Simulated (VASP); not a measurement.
```
CELL_PARAMETERS angstrom
      0.00000     2.37117     2.37117
      2.37117     0.00000     2.37117
      2.37117     2.37117     0.00000
ATOMIC_POSITIONS crystal
  B  0.00000 0.00000 0.00000
  As 0.25000 0.25000 0.25000
```

Method: LDA (Ceperley-Alder, Perdew-Zunger), VASP's LDA PAW potentials (set 64) (plane waves; VASP). Numerical set-up: 520 eV cut-off, 17×17×17 Γ-centred mesh, Gaussian smearing of 0.010 eV, potentials B As.

The job: BAs (zinc blende), 2 atoms, LDA, optics run with many empty bands, 520 eV, 17×17×17 Γ-centred mesh. Roughly how much core time does it take on a busy server core?

About 60 core-seconds (one run on a shared machine, a rough figure). It had 165 irreducible k-points, 24 bands, up to 730 plane waves and 12 electronic steps.

The compound is BAs in the zinc blende structure. It was relaxed first.
